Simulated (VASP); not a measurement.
Given:

```xyz
3
Lattice="1.7468 -3.0256 0.0000 1.7468 3.0256 0.0000 0.0000 0.0000 5.9187" Properties=species:S:1:pos:R:3 pbc="T T T"
Ti     0.0000     0.0000     5.9187
Se     1.7468     1.0085     1.5494
Se     1.7468    -1.0085     4.3693
```

Calculation: vdW-DF-cx, VASP's PBE PAW potentials (set 64) (plane waves; VASP). Run with 520 eV cut-off, Gaussian smearing of 0.050 eV, potentials Ti_sv Se.

**Question.** Give the energies of bands 7 to 15 at the high-symmetry points, in eV from the Fermi level.

**Answer.** 
| band | Γ | M | K | A | L | H |
|---|---|---|---|---|---|---|
| 7 | -5.59 | -5.33 | -4.43 | -3.75 | -5.38 | -4.43 |
| 8 | -2.27 | -3.86 | -4.09 | -2.83 | -4.78 | -4.43 |
| 9 | -2.27 | -2.87 | -4.09 | -2.20 | -2.82 | -3.83 |
| 10 | 0.28 | -2.85 | -2.66 | -2.20 | -2.54 | -3.33 |
| 11 | 0.46 | -2.27 | -2.66 | 0.29 | -1.16 | -2.12 |
| 12 | 0.46 | -1.40 | -2.42 | 0.29 | -0.89 | -2.12 |
| 13 | 0.56 | 0.03 | 1.17 | 0.44 | -0.27 | 1.18 |
| 14 | 0.57 | 1.40 | 1.68 | 0.44 | 1.40 | 1.22 |
| 15 | 0.57 | 1.82 | 1.68 | 1.23 | 1.78 | 1.22 |

It has no gap at this level: it comes out as a metal or semimetal.

The compound is TiSe2 in the 1T layered structure. It was relaxed first.
